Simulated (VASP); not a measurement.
Ba3SrO4 (ordered alloy cell): computed properties

Method: PBEsol GGA, VASP's PBE PAW potentials (set 64) (plane waves; VASP).

- space group: Cmmm (65)
- cell: a = 7.6955 Å, b = 10.8770 Å, c = 3.8470 Å, α = β = γ = 90.00°
- volume per atom: 20.13 Å^3/atom
- band gap (over mesh and band path): 1.88 eV
- smallest direct gap (over mesh and band path): 1.88 eV
- band-edge character: direct, T to T
- density: 5.81 g/cm³

```yaml
crystal:
  lattice:
    - [-0.00053, 5.44103, 5.43851]
    - [5.44103, -0.00053, 5.43851]
    - [2.72025, 2.72025, 0.00000]
  atoms:
    - { symbol: Sr, position: [0.00000, 0.00000, 0.00000] }
    - { symbol: O, position: [0.24468, 0.24468, 0.51065] }
    - { symbol: O, position: [0.23951, 0.76049, 0.50000] }
    - { symbol: O, position: [0.76049, 0.23951, 0.50000] }
    - { symbol: O, position: [0.75532, 0.75532, 0.48935] }
    - { symbol: Ba, position: [0.00000, 0.50000, 0.00000] }
    - { symbol: Ba, position: [0.50000, 0.00000, 0.00000] }
    - { symbol: Ba, position: [0.50000, 0.50000, 0.00000] }
```

Unless said otherwise, spin-orbit coupling is left out, though it shifts the bands of the heavy elements here.

The structure was generated: Ba3SrO4 was put into an ordered model structure (Cmmm), which need not be its known phase. It was relaxed first. Symmetry was kept, so distortions that lower it aren't found.
